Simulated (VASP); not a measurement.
Given:

```
HfN
1.0
    0.00000     2.23114     2.23114
    2.23114     0.00000     2.23114
    2.23114     2.23114     0.00000
Hf N
1 1
Direct
  0.00000   0.00000   0.00000
  0.50000   0.50000   0.50000
```

Calculation: LDA (Ceperley-Alder, Perdew-Zunger), VASP's LDA PAW potentials (set 64) (plane waves; VASP 6.6.1). Run with 520 eV cut-off, 13×13×13 Γ-centred mesh, first-order Methfessel-Paxton smearing of 0.10 eV, potentials Hf_pv N.

Unless said otherwise, spin-orbit coupling is left out, though it shifts the bands of the heavy elements here.

Q: Predict the energy per atom (σ→0), band gap (on the k-mesh) with the smallest direct gap where there is one.

A: 
```
Quantity                                                     Value
------------------------  ----------------------------------------
band gap (on the k-mesh)  none (metal, semimetal or under 0.01 eV)
energy per atom (σ→0)                              -11.935 eV/atom
```

The compound is HfN in the rock salt structure. It was relaxed first. The start is the result of an earlier pass. The electron count is odd and the run is not spin-polarised, which forces a metal.
